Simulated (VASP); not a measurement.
Data:

```
SrTe
1.0
    0.00000     3.68531     3.68531
    3.68531     0.00000     3.68531
    3.68531     3.68531     0.00000
Sr Te
1 1
Cartesian
  0.00000   0.00000   0.00000
  1.84265   1.84265   1.84265
```

Computed with PBEsol GGA, VASP's PBE PAW potentials (set 64) (plane waves; VASP 6.6.1). Settings: 400 eV cut-off, 6×6×6 Γ-centred mesh, Gaussian smearing of 0.050 eV, potentials Sr_sv Te.

Unless said otherwise, spin-orbit coupling is left out, though it shifts the bands of the heavy elements here.

**Question.** Predict the energy per atom (σ→0), band gap (on the k-mesh) with the smallest direct gap where there is one.

**Answer.** 
```json
{
 "band gap (on the k-mesh)": "2.70 eV",
 "smallest direct gap (on the k-mesh)": "2.87 eV",
 "energy per atom (σ→0)": "-4.075 eV/atom"
}
```

The absolute energy has meaning only against runs of the same code, potentials and settings.

The structure was generated: SrTe was put into the zinc blende type (F-43m), which need not be its known phase. It was relaxed first, which changed the volume by -12 %. The start is the result of an earlier pass.
